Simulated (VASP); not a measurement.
Given:

```
Al
1.0
    0.00000     2.02096     2.02096
    2.02096     0.00000     2.02096
    2.02096     2.02096     0.00000
Al
1
Direct
  0.00000   0.00000   0.00000
```

Calculation: PW91 GGA, VASP's PBE PAW potentials (set 64) (plane waves; VASP 6.6.1). Numerical set-up: 520 eV cut-off, 17×17×17 Γ-centred mesh, tetrahedra with Blöchl corrections, potentials Al.

Q: Estimate the energy per atom (σ→0), band gap (on the k-mesh) with the smallest direct gap where there is one.

A: 
* **band gap (on the k-mesh)**: none (metal, semimetal or under 0.01 eV)
* **energy per atom (σ→0)**: -3.687 eV/atom

Only differences to runs with the same potentials and settings are physical.

The compound is Al in the fcc structure. It was relaxed first.
